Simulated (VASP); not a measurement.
# CsOs (R-3m) in VASP: reference runs

Aim: a first look at CsOs with PBE, on the cell as given.

All numbers are computed with VASP 6.6.1; they aren't measurements. Logs are shortened: lines on timing, memory, paths and dates and some standing lists are left out, and cuts for length are marked.

**1. The structure**

It takes space group R-3m (No. 166, trigonal). Conventional cell: a = 3.078 Å, b = 3.078 Å, c = 18.453 Å, α = 90.00°, β = 90.00°, γ = 120.00°. Cs (site symmetry -3m) has 6 Cs at 3.08 Å as nearest neighbours. Os (site symmetry -3m) is surrounded by 6 Os at 3.08 Å.

The cell was built by a generator and needn't be a form met in nature.

**2. Single point, PBE**

INCAR

```
PREC = Accurate
ENCUT = 520
EDIFF = 1E-7
ISMEAR = -1
SIGMA = 0.05
LREAL = False
LASPH = True
NELM = 60
ALGO = Normal
ISIF = 2
LWAVE = False
LCHARG = False
GGA = PE
NBANDS = 16
```

KPOINTS

```
regular mesh
0
Gamma
  10 10 10
```

POSCAR

```
CsOs
1.0
    1.5388200000      0.8884400000      6.1509100000
   -1.5388200000      0.8884400000      6.1509100000
    0.0000000000     -1.7768800000      6.1509100000
Cs Os
1 1
Direct
    0.5000000000      0.5000000000      0.5000000000
    0.0000000000      0.0000000000      0.0000000000
```

Potentials or basis: VASP PAW PBE potentials, release 64 (Cs_sv, Os).

Launch:

```sh
$ cat potpaw_PBE.64/Cs_sv/POTCAR potpaw_PBE.64/Os/POTCAR > POTCAR
$ mpirun -np 1 vasp_std > vasp.out
```

OUTCAR:

```text
PREC = Accurate
   ENCUT = 520
   EDIFF = 1E-7
   ISMEAR = -1
   LREAL = False
   LASPH = True
   NELM = 60
   ISIF = 2
   GGA = PE

 ion  position               nearest neighbor table
   1  0.500  0.500  0.500-
   2  0.000  0.000  0.000-

  LATTYP: Found a trigonal (rhomboedric) cell.
 ALAT       =     6.4024203591
 COS(alpha) =     0.8844636667

  Lattice vectors:

 A1 = (   1.5388200000,   0.8884400000,   6.1509100000)
 A2 = (  -1.5388200000,   0.8884400000,   6.1509100000)
 A3 = (   0.0000000000,  -1.7768800000,   6.1509100000)

Analysis of symmetry for initial positions (statically):
=====================================================================
 Subroutine PRICEL returns:
 Original cell was already a primitive cell.

 Routine SETGRP: Setting up the symmetry group for a
 trigonal (rhombohedral) supercell.

 Subroutine GETGRP returns: Found 12 space group operations
 (whereof 12 operations were pure point group operations)
 out of a pool of 12 trial point group operations.

The static configuration has the point symmetry D_3d.

Analysis of symmetry for dynamics (positions and initial velocities):
=====================================================================
 Subroutine PRICEL returns:
 Original cell was already a primitive cell.

 Routine SETGRP: Setting up the symmetry group for a
 trigonal (rhombohedral) supercell.

 Subroutine GETGRP returns: Found 12 space group operations
 (whereof 12 operations were pure point group operations)
 out of a pool of 12 trial point group operations.

The dynamic configuration has the point symmetry D_3d.

 Subroutine INISYM returns: Found 12 space group operations
 (whereof 12 operations are pure point group operations),
 and found     1 'primitive' translations

----------------------------------------------------------------------------------------

                                     Primitive cell

  volume of cell :      50.4553

  direct lattice vectors                    reciprocal lattice vectors
     1.538820000  0.888440000  6.150910000     0.324924293  0.187594735  0.054192523
    -1.538820000  0.888440000  6.150910000    -0.324924293  0.187594735  0.054192523
     0.000000000 -1.776880000  6.150910000     0.000000000 -0.375189471  0.054192523
[... 74 lines left out ...]
 SYSTEM =  unknown system
   PREC   = accura    normal or accurate (medium, high low for compatibility)
   ISTART =      0    job   : 0-new  1-cont  2-samecut
   ICHARG =      2    charge: 1-file 2-atom 10-const
   ISPIN  =      1    spin polarized calculation?
   LNONCOLLINEAR =      F non collinear calculations
   LSORBIT =      F    spin-orbit coupling
   LASPH  =      T    aspherical Exc in radial PAW
   ENCUT  =  520.0 eV  38.22 Ry    6.18 a.u.  11.90 11.90 11.90*2*pi/ulx,y,z
   NELM   =     60;   NELMIN=  2; NELMDL= -5     # of ELM steps
   EDIFF  = 0.1E-06   stopping-criterion for ELM
   LREAL  =      F    real-space projection
   EDIFFG = 0.1E-05   stopping-criterion for IOM
   NSW    =      0    number of steps for IOM
   IBRION =     -1    ionic relax: 0-MD 1-quasi-New 2-CG
   NFREE  =      0    steps in history (QN), initial steepest desc. (CG)
   ISIF   =      2    stress and relaxation
   ISYM   =      2    0-nonsym 1-usesym 2-fastsym
   POTIM  = 0.5000    time-step for ionic-motion
   TEBEG  =    0.0;   TEEND  =   0.0 temperature during run
   PSTRESS=    0.0 pullay stress
   NELECT =      17.0000    total number of electrons
   NUPDOWN=      -1.0000    fix difference up-down
   EMIN   =  10.00;   EMAX   =-10.00  energy-range for DOS
   EFERMI =   0.00;   METHOD = LEGACY
   ISMEAR =    -1;   SIGMA  =   0.05  broadening in eV -4-tet -1-fermi 0-gaus
   EFERMI_NEDOS =   21; number of points for ismear=-14 and -15
   IALGO  =     38    algorithm
   IMIX   =      4    mixing-type and parameters
     AMIX     =   0.40;   BMIX     =  1.00
     AMIX_MAG =   1.60;   BMIX_MAG =  1.00
  volume/ion in A,a.u.               =      25.23       170.24
  Fermi-wavevector in a.u.,A,eV,Ry     =   1.139171  2.152721 17.656427  1.297711
  Thomas-Fermi vector in A             =   2.275875
   LORBIT       =      0    0 simple, 1 ext, 2 COOP (PROOUT), +10 PAW based schemes
   GGA     = PE    functional components
   LHFCALC =     F    Hartree Fock is set to
   AEXX    =    0.0000 exact exchange contribution
   IVDW    =     0    specifies the selected vdW correction
   LEPSILON=     F    determine dielectric tensor
   LRPA    =     F    only Hartree local field effects (RPA)
 non-spin polarized calculation
  energy-cutoff  :      520.00
  volume of cell :       50.46
 maximum number of plane-waves:      1379
   NGX = 23   NGY = 23   NGZ = 23

 number of electron      17.0000000 magnetization

 Free energy of the ion-electron system (eV)
  ---------------------------------------------------
  ext. energy  EPLUGINS =         0.00000000
  ---------------------------------------------------
  free energy    TOTEN  =        -7.58554970 eV

  energy without entropy =       -7.56412933  energy(sigma->0) =       -7.57483951

 E-fermi :   4.9883     XC(G=0): -10.9410

 val. band max:        4.9881625223   @ k =   0.5000   0.5000   0.0000
 cond. band min:       4.9942792741   @ k =  -0.4000   0.3000   0.2000
 fundamental gap:      0.0061167518
 Fermi energy:         4.9882851995

 k-point     1 :       0.0000    0.0000    0.0000
  band No.  band energies     occupation
      1     -19.7227      2.00000
      2      -6.0833      2.00000
      3      -1.6931      2.00000
      4      -1.6931      2.00000
      5      -0.7338      2.00000
      6       3.2048      2.00000
[... 433 lines left out ...]
      3      -4.6852      2.00000
      4      -3.8800      2.00000
      5       1.7740      2.00000
      6       3.0898      2.00000
[... 8 lines left out ...]
     15      13.3838      0.00000
     16      14.6354      0.00000

 [... further k-points ...]
[... 5 lines left out ...]
  --------------------------------------------------------------------------------------
  -------------------------------------------------------------------------------------
  Total        0.3138468      0.3138481      0.0260835      0.0000000      0.0000000      0.0000000
  in kB        9.9660205      9.9660622      0.8282657      0.0000000      0.0000000      0.0000000
  external PRESSURE =       6.9201161 kB  Pullay stress =       0.0000000 kB

 VOLUME and BASIS-vectors are now :
 -----------------------------------------------------------------------------
  energy-cutoff  :      520.00
  volume of cell :       50.46
      direct lattice vectors                 reciprocal lattice vectors
     1.538820000  0.888440000  6.150910000     0.324924293  0.187594735  0.054192523
    -1.538820000  0.888440000  6.150910000    -0.324924293  0.187594735  0.054192523
     0.000000000 -1.776880000  6.150910000     0.000000000 -0.375189471  0.054192523

 POSITION                                       TOTAL-FORCE (eV/Angst)
 -----------------------------------------------------------------------------------
      0.00000      0.00000      9.22636        -0.000000      0.000000      0.000000
      0.00000      0.00000      0.00000         0.000000     -0.000000     -0.000000
 -----------------------------------------------------------------------------------
    total drift:                               -0.000000      0.000000     -0.000000

  FREE ENERGIE OF THE ION-ELECTRON SYSTEM (eV)
  ---------------------------------------------------
  free  energy   TOTEN  =        -7.5855496970 eV

  energy  without entropy=       -7.5641293258  energy(sigma->0) =       -7.57483951
```

stdout:

```text
POSCAR found type information on POSCAR CsOs
 POSCAR found :  2 types and       2 ions
 scaLAPACK will be used
 LDA part: xc-table for (Slater+PW92), standard interpolation
 POSCAR, INCAR and KPOINTS ok, starting setup
 FFT: planning ... GRIDC
 FFT: planning ... GRID_SOFT
 FFT: planning ... GRID
 WAVECAR not read
 entering main loop
```

It took 1.9 min on 1 thread of Intel Xeon 6975P-C (Granite Rapids), shared host; peak memory 0.37 GiB.

What came out:

```
Free energy            : -7.5855 eV
Pressure               : 0.7 GPa
Band gap on the k mesh : none (metal or under the smearing width)
```

Stress tensor (GPa, compression positive):
```
1.00 0.00 0.00
0.00 1.00 0.00
0.00 0.00 0.08
```

Levels at points of the mesh, in eV from the Fermi level:
```csv
k point,band 6,band 7,band 8,band 9,band 10,band 11,band 12,band 13
"(0.00, 0.00, 0.00)",-1.78,-1.06,-1.06,0.58,0.58,3.24,3.26,5.33
"(0.50, 0.00, 0.00)",-1.75,-0.45,-0.28,0.12,0.34,1.70,1.72,4.66
"(0.50, 0.50, 0.00)",-2.51,-1.66,0.00,0.67,1.72,1.89,2.83,5.72
"(0.50, 0.50, 0.50)",-1.04,-1.04,-0.59,-0.16,0.62,0.62,3.25,5.22
```

The run has no spin-orbit coupling, so splittings on Cs, Os are missing.
